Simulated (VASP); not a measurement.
Runs of VASP 6.6.1 on CuF. It takes space group P4/mmm (No. 123, tetragonal). Conventional cell: a = 2.471 Å, b = 2.471 Å, c = 3.417 Å, α = 90.00°, β = 90.00°, γ = 90.00°. Around Cu (site symmetry 4/mmm) lie 8 F at 2.44 Å and 4 Cu at 2.47 Å. F (site symmetry 4/mmm) has 8 Cu at 2.44 Å and 4 F at 2.47 Å as nearest neighbours. The cell was built by a generator and needn't be a form met in nature.

| task | level | U | cell | cutoff (eV) | smearing | gap on the mesh (eV) | pressure (GPa) | relaxed volume (Å³/atom) |
| --- | --- | --- | --- | --- | --- | --- | --- | --- |
| single point | PBE | - | as given | 520 | fermi-dirac 0.05 eV | none | 4.3 | - |
| relaxation of cell and atoms | PBE | - | relaxed | 600 | gaussian 0.05 eV | none | -0.1 | 10.86 |
| density of states | r2SCAN+D3(BJ)+U | Cu d U = 3 eV | as given | 520 | tetrahedron | none | (a) | - |
| density of states | rSCAN | - | cell strained at random at fixed volume | 520 | tetrahedron | none | -2.6 | - |
| relaxation of cell and atoms | r2SCAN | - | relaxed | 600 | gaussian 0.05 eV | none | -0.1 | 10.27 |

Alike in all rows: potentials or basis VASP PAW PBE potentials, release 64 (Cu, F); no spin polarisation; k mesh 11 × 11 × 8.

Problem. Estimate the missing entries.

Solution. (a) -5.8.

Caveats: the run has no spin polarisation, though such a crystal can be magnetic; semilocal functionals often make such compounds metallic where correlation or magnetic order opens a gap, which also shifts bond lengths (some runs); the PAW data sets were made with another functional, which shifts forces and pressure a little (some runs); tetrahedron occupations give inexact forces and stress in metals (some runs); U without spin polarisation on a metal has little footing (some runs); pairwise dispersion overbinds metals, which lowers pressure and volume (some runs).

A gap of «none» marks a metal or a gap under the smearing width.
